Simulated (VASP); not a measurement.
# Y2Os (P4_2/mnm) in VASP: single point with r2SCAN

Aim: the single point of Y2Os with r2SCAN.

Program: VASP 6.6.1. These are calculated values, not measurements. Logs are shortened: lines on timing, memory, paths and dates and some standing lists are left out, and cuts for length are marked.

## Step 1: The crystal as given

It takes space group P4_2/mnm (No. 136, tetragonal). Conventional cell: a = 5.978 Å, b = 5.978 Å, c = 4.229 Å, α = 90.00°, β = 90.00°, γ = 90.00°. Os (site symmetry mmm) has 6 Y at 2.60 to 2.67 Å as nearest neighbours. Y (site symmetry m2m) has 3 Os at 2.60 to 2.67 Å as nearest neighbours.

The cell was built by a generator and needn't be a form met in nature.

## Step 2: Single point, r2SCAN

POSCAR

```
Y2Os
1.0
    5.9776844400      0.0000000000      0.0000000000
    0.0000000000      5.9776844400      0.0000000000
    0.0000000000      0.0000000000      4.2291288400
Os Y
2 4
Direct
    0.0000000000      0.0000000000      0.0000000000
    0.5000000000      0.5000000000      0.5000000000
    0.3081000000      0.3081000000      0.0000000000
    0.1919000000      0.8081000000      0.5000000000
    0.6919000000      0.6919000000      0.0000000000
    0.8081000000      0.1919000000      0.5000000000
```

INCAR.step1

```
SYSTEM = Y2Os
ALGO = Normal
EDIFF = 1E-4
ENCUT = 520
GGA = PE
ISMEAR = 1
LASPH = .True.
LCHARG = .False.
LREAL = .False.
LWAVE = .True.
NBANDS = 39
NELM = 100
PREC = Accurate
SIGMA = 0.0473
```

INCAR.step2

```
SYSTEM = Y2Os
ALGO = Normal
EDIFF = 1E-7
ENCUT = 520
ISIF = 2
ISMEAR = 1
ISTART = 1
LASPH = .True.
LCHARG = .True.
LELF = .True.
LMIXTAU = .True.
LREAL = .False.
LVHAR = .True.
LWAVE = .False.
METAGGA = R2SCAN
NBANDS = 39
NELM = 100
PREC = Accurate
SIGMA = 0.0473
```

KPOINTS

```
k-points
0
Gamma
  5 5 6
  0 0 0
```

Potentials or basis: VASP PAW PBE potentials, release 64 (Os, Y_sv).

On the command line:

```bash
$ cat potpaw_PBE.64/Os/POTCAR potpaw_PBE.64/Y_sv/POTCAR > POTCAR
$ cp INCAR.step1 INCAR
$ mpirun -np 1 vasp_std > vasp.out
$ cp INCAR.step2 INCAR
$ mpirun -np 1 vasp_std > vasp.out
```

OUTCAR:

```text
SYSTEM = Y2Os
   EDIFF = 1E-7
   ENCUT = 520
   ISIF = 2
   ISMEAR = 1
   ISTART = 1
   LASPH = .True.
   LREAL = .False.
   METAGGA = R2SCAN
   NELM = 100
   PREC = Accurate

 ion  position               nearest neighbor table
   1  0.000  0.000  0.000-   3 2.60   5 2.60   4 2.67   6 2.67   4 2.67   6 2.67
   2  0.500  0.500  0.500-   4 2.60   6 2.60   5 2.67   3 2.67   3 2.67   5 2.67
   3  0.308  0.308  0.000-   1 2.60   2 2.67   2 2.67   5 3.24   6 3.73   4 3.73   4 3.73   6 3.73
                             4 3.73   4 3.73   6 3.73   6 3.73   5 4.34   5 4.34
   4  0.192  0.808  0.500-   2 2.60   1 2.67   1 2.67   6 3.24   3 3.73   5 3.73   3 3.73   5 3.73
                             3 3.73   3 3.73   5 3.73   5 3.73   6 4.34   6 4.34
   5  0.692  0.692  0.000-   1 2.60   2 2.67   2 2.67   3 3.24   6 3.73   4 3.73   4 3.73   6 3.73
                             6 3.73   6 3.73   4 3.73   4 3.73   3 4.34   3 4.34
   6  0.808  0.192  0.500-   2 2.60   1 2.67   1 2.67   4 3.24   5 3.73   3 3.73   3 3.73   5 3.73
                             5 3.73   5 3.73   3 3.73   3 3.73   4 4.34   4 4.34

  LATTYP: Found a simple tetragonal cell.
 ALAT       =     5.9776844400
 C/A-ratio  =     0.7074861315

  Lattice vectors:

 A1 = (   5.9776844400,   0.0000000000,   0.0000000000)
 A2 = (   0.0000000000,   5.9776844400,   0.0000000000)
 A3 = (   0.0000000000,   0.0000000000,   4.2291288400)

Analysis of symmetry for initial positions (statically):
=====================================================================
 Subroutine PRICEL returns:
 Original cell was already a primitive cell.

 Routine SETGRP: Setting up the symmetry group for a
 simple tetragonal supercell.

 Subroutine GETGRP returns: Found 16 space group operations
 (whereof  8 operations were pure point group operations)
 out of a pool of 16 trial point group operations.

The static configuration has the point symmetry D_2h.
 The point group associated with its full space group is D_4h.

Analysis of symmetry for dynamics (positions and initial velocities):
=====================================================================
 Subroutine PRICEL returns:
 Original cell was already a primitive cell.

 Routine SETGRP: Setting up the symmetry group for a
 simple tetragonal supercell.

 Subroutine GETGRP returns: Found 16 space group operations
 (whereof  8 operations were pure point group operations)
 out of a pool of 16 trial point group operations.

The dynamic configuration has the point symmetry D_2h.
 The point group associated with its full space group is D_4h.

 Subroutine INISYM returns: Found 16 space group operations
 (whereof  8 operations are pure point group operations),
 and found     1 'primitive' translations

----------------------------------------------------------------------------------------

                                     Primitive cell

  volume of cell :     151.1182

  direct lattice vectors                    reciprocal lattice vectors
     5.977684440  0.000000000  0.000000000     0.167288857  0.000000000  0.000000000
     0.000000000  5.977684440  0.000000000     0.000000000  0.167288857  0.000000000
     0.000000000  0.000000000  4.229128840     0.000000000  0.000000000  0.236455317

  length of vectors
     5.977684440  5.977684440  4.229128840     0.167288857  0.167288857  0.236455317

  position of ions in fractional coordinates (direct lattice)
     0.000000000  0.000000000  0.000000000
     0.500000000  0.500000000  0.500000000
     0.308100000  0.308100000  0.000000000
     0.191900000  0.808100000  0.500000000
     0.691900000  0.691900000  0.000000000
     0.808100000  0.191900000  0.500000000

  ion indices of the primitive-cell ions
   primitive index   ion index
                 1           1
                 2           2
                 3           3
                 4           4
                 5           5
                 6           6

----------------------------------------------------------------------------------------

 KPOINTS: k-points

Automatic generation of k-mesh.
 Grid dimensions read from file:
 generate k-points for:    5    5    6

 Generating k-lattice:

  Cartesian coordinates                     Fractional coordinates (reciprocal lattice)
     0.033457771  0.000000000  0.000000000     0.200000000  0.000000000  0.000000000
     0.000000000  0.033457771  0.000000000     0.000000000  0.200000000  0.000000000
     0.000000000  0.000000000  0.039409219     0.000000000  0.000000000  0.166666667

  Length of vectors
     0.033457771  0.033457771  0.039409219

  Shift w.r.t. Gamma in fractional coordinates (k-lattice)
     0.000000000  0.000000000  0.000000000

 Subroutine IBZKPT returns following result:
 ===========================================

 Found     24 irreducible k-points:

 Following reciprocal coordinates:
            Coordinates               Weight
  0.000000  0.000000  0.000000      1.000000
  0.200000  0.000000  0.000000      4.000000
  0.400000  0.000000  0.000000      4.000000
  0.200000  0.200000  0.000000      4.000000
  0.400000  0.200000  0.000000      8.000000
  0.400000  0.400000  0.000000      4.000000
[... 16 lines left out ...]
  0.400000  0.200000  0.500000      8.000000
  0.400000  0.400000  0.500000      4.000000
   k-points           NKPTS =     24   k-points in BZ     NKDIM =     24   number of bands    NBANDS=     39
   number of dos      NEDOS =    301   number of ions     NIONS =      6
   total plane-waves  NPLWV =  73728
   dimension x,y,z NGX =    48 NGY =   48 NGZ =   32
   dimension x,y,z NGXF=    96 NGYF=   96 NGZF=   64
   ions per type =               2   4
   NGX,Y,Z   is equivalent  to a cutoff of  13.35, 13.35, 12.58 a.u.
   NGXF,Y,Z  is equivalent  to a cutoff of  26.70, 26.70, 25.16 a.u.
 SYSTEM =  Y2Os
   PREC   = accura    normal or accurate (medium, high low for compatibility)
   ISTART =      1    job   : 0-new  1-cont  2-samecut
   ICHARG =      0    charge: 1-file 2-atom 10-const
   ISPIN  =      1    spin polarized calculation?
   LNONCOLLINEAR =      F non collinear calculations
   LSORBIT =      F    spin-orbit coupling
   LASPH  =      T    aspherical Exc in radial PAW
   ENCUT  =  520.0 eV  38.22 Ry    6.18 a.u.  11.11 11.11  7.86*2*pi/ulx,y,z
   NELM   =    100;   NELMIN=  2; NELMDL=  0     # of ELM steps
   EDIFF  = 0.1E-06   stopping-criterion for ELM
   LREAL  =      F    real-space projection
   EDIFFG = 0.1E-05   stopping-criterion for IOM
   NSW    =      0    number of steps for IOM
   IBRION =     -1    ionic relax: 0-MD 1-quasi-New 2-CG
   NFREE  =      0    steps in history (QN), initial steepest desc. (CG)
   ISIF   =      2    stress and relaxation
   ISYM   =      2    0-nonsym 1-usesym 2-fastsym
   POTIM  = 0.5000    time-step for ionic-motion
   TEBEG  =    0.0;   TEEND  =   0.0 temperature during run
   PSTRESS=    0.0 pullay stress
   NELECT =      60.0000    total number of electrons
   NUPDOWN=      -1.0000    fix difference up-down
   EMIN   =  10.00;   EMAX   =-10.00  energy-range for DOS
   EFERMI =   0.00;   METHOD = LEGACY
   ISMEAR =     1;   SIGMA  =   0.05  broadening in eV -4-tet -1-fermi 0-gaus
   EFERMI_NEDOS =   21; number of points for ismear=-14 and -15
   IALGO  =     38    algorithm
   IMIX   =      4    mixing-type and parameters
     AMIX     =   0.40;   BMIX     =  1.00
     AMIX_MAG =   1.60;   BMIX_MAG =  1.00
  volume/ion in A,a.u.               =      25.19       169.97
  Fermi-wavevector in a.u.,A,eV,Ry     =   1.203242  2.273798 19.698394  1.447791
  Thomas-Fermi vector in A             =   2.339001
   LORBIT       =      0    0 simple, 1 ext, 2 COOP (PROOUT), +10 PAW based schemes
   METAGGA = R2SCAN    functional components
   LHFCALC =     F    Hartree Fock is set to
   AEXX    =    0.0000 exact exchange contribution
   IVDW    =     0    specifies the selected vdW correction
   LEPSILON=     F    determine dielectric tensor
   LRPA    =     F    only Hartree local field effects (RPA)
 non-spin polarized calculation
 Methfessel and Paxton  Order N= 1 SIGMA  =   0.05
  energy-cutoff  :      520.00
  volume of cell :      151.12
 maximum number of plane-waves:      4090
 NGX is ok and might be reduce to    48
   NGX = 23   NGY = 23   NGZ = 15

 number of electron      60.0000005 magnetization

 Free energy of the ion-electron system (eV)
  ---------------------------------------------------
  ext. energy  EPLUGINS =         0.00000000
  ---------------------------------------------------
  free energy    TOTEN  =      -186.91035542 eV

  energy without entropy =     -186.91039787  energy(sigma->0) =     -186.91036957

 E-fermi :   3.8836     XC(G=0): -11.0274

 val. band max:        3.8650613958   @ k =   0.2000   0.2000   0.3333
 cond. band min:       4.0750315630   @ k =   0.4000   0.2000   0.3333
 fundamental gap:      0.2099701672
 Fermi energy:         3.8835821450

 k-point     1 :       0.0000    0.0000    0.0000
  band No.  band energies     occupation
      1     -39.5149      2.00000
      2     -39.4553      2.00000
      3     -39.4313      2.00000
      4     -39.4313      2.00000
      5     -19.4388      2.00000
      6     -19.1421      2.00000
[... 31 lines left out ...]
     38       7.7776      0.00000
     39       7.7787      0.00000

 k-point     2 :       0.2000    0.0000    0.0000
  band No.  band energies     occupation
      1     -39.5089      2.00000
      2     -39.4600      2.00000
      3     -39.4323      2.00000
      4     -39.4317      2.00000
      5     -19.3988      2.00000
      6     -19.1613      2.00000
[... 31 lines left out ...]
     38       7.5241      0.00000
     39       7.5806      0.00000

 k-point     3 :       0.4000    0.0000    0.0000
  band No.  band energies     occupation
      1     -39.4932      2.00000
      2     -39.4742      2.00000
      3     -39.4331      2.00000
      4     -39.4326      2.00000
      5     -19.3053      2.00000
      6     -19.2167      2.00000
[... 31 lines left out ...]
     38       7.2504      0.00000
     39       7.2846      0.00000

 k-point     4 :       0.2000    0.2000    0.0000
  band No.  band energies     occupation
      1     -39.5040      2.00000
      2     -39.4641      2.00000
      3     -39.4329      2.00000
      4     -39.4320      2.00000
      5     -19.3733      2.00000
      6     -19.1805      2.00000
[... 31 lines left out ...]
     38       7.4160      0.00000
     39       7.8881      0.00000
[... 754 lines left out ...]
     38       6.9172      0.00000
     39       8.0047      0.00000

 k-point    23 :       0.4000    0.2000    0.5000
  band No.  band energies     occupation
      1     -39.4706      2.00000
      2     -39.4674      2.00000
      3     -39.4408      2.00000
      4     -39.4375      2.00000
      5     -19.2508      2.00000
      6     -19.1959      2.00000
[... 31 lines left out ...]
     38       6.9660      0.00000
     39       7.9334      0.00000

 k-point    24 :       0.4000    0.4000    0.5000
  band No.  band energies     occupation
      1     -39.4719      2.00000
      2     -39.4701      2.00000
      3     -39.4381      2.00000
      4     -39.4363      2.00000
      5     -19.2944      2.00000
      6     -19.2711      2.00000
[... 31 lines left out ...]
     38       7.5623      0.00000
     39       7.9113      0.00000

------------------------ aborting loop because EDIFF is reached ----------------------------------------

  FORCE on cell =-STRESS in cart. coord.  units (eV):
  Direction    XX          YY          ZZ          XY          YZ          ZX
  --------------------------------------------------------------------------------------
  -------------------------------------------------------------------------------------
  Total       11.7729962     11.7729962     12.0956730     -0.0000000      0.0000000      0.0000000
  in kB      124.8190002    124.8190002    128.2400662     -0.0000000      0.0000000      0.0000000
  external PRESSURE =     125.9593556 kB  Pullay stress =       0.0000000 kB

 VOLUME and BASIS-vectors are now :
 -----------------------------------------------------------------------------
  energy-cutoff  :      520.00
  volume of cell :      151.12
      direct lattice vectors                 reciprocal lattice vectors
     5.977684440  0.000000000  0.000000000     0.167288857  0.000000000  0.000000000
     0.000000000  5.977684440  0.000000000     0.000000000  0.167288857  0.000000000
     0.000000000  0.000000000  4.229128840     0.000000000  0.000000000  0.236455317

 POSITION                                       TOTAL-FORCE (eV/Angst)
 -----------------------------------------------------------------------------------
      0.00000      0.00000      0.00000         0.000000     -0.000000      0.000000
      2.98884      2.98884      2.11456         0.000000     -0.000000      0.000000
      1.84172      1.84172      0.00000        -0.239507     -0.239507      0.000000
      1.14712      4.83057      2.11456         0.239507     -0.239507      0.000000
      4.13596      4.13596      0.00000         0.239507      0.239507     -0.000000
      4.83057      1.14712      2.11456        -0.239507      0.239507      0.000000
 -----------------------------------------------------------------------------------
    total drift:                               -0.000000      0.000000      0.000000

  FREE ENERGIE OF THE ION-ELECTRON SYSTEM (eV)
  ---------------------------------------------------
  free  energy   TOTEN  =      -186.9103554239 eV

  energy  without entropy=     -186.9103978665  energy(sigma->0) =     -186.91036957
```

Run time: 6 min. Hardware: 1 thread of Intel Xeon Platinum 8488C (Sapphire Rapids), shared host; peak memory 0.36 GiB.

Results:

- Free energy: -186.9104 eV
- Pressure: 12.6 GPa
- Largest force: 0.339 eV/Å
- Band gap on the k mesh: none (metal or under the smearing width)

Forces in eV/Å, atoms in the order of the input:
```
Os   0.000  0.000  0.000
Os   0.000  0.000  0.000
Y   -0.240 -0.240  0.000
Y    0.240 -0.240  0.000
Y    0.240  0.240  0.000
Y   -0.240  0.240  0.000
```

Levels at points of the mesh, in eV from the Fermi level:
```csv
k point,band 26,band 27,band 28,band 29,band 30,band 31,band 32,band 33,band 34,band 35
"(0.00, 0.00, 0.00)",-1.56,-1.21,-1.09,-1.09,-0.94,0.34,0.82,1.36,2.34,2.34
"(0.00, 0.00, 0.50)",-1.78,-1.55,-1.55,0.68,0.68,1.00,1.00,1.60,1.60,2.23
```

Caveat: the PAW data sets were made with another functional, which shifts forces and pressure a little. Spin-orbit coupling is left out, which matters for the levels of Os.
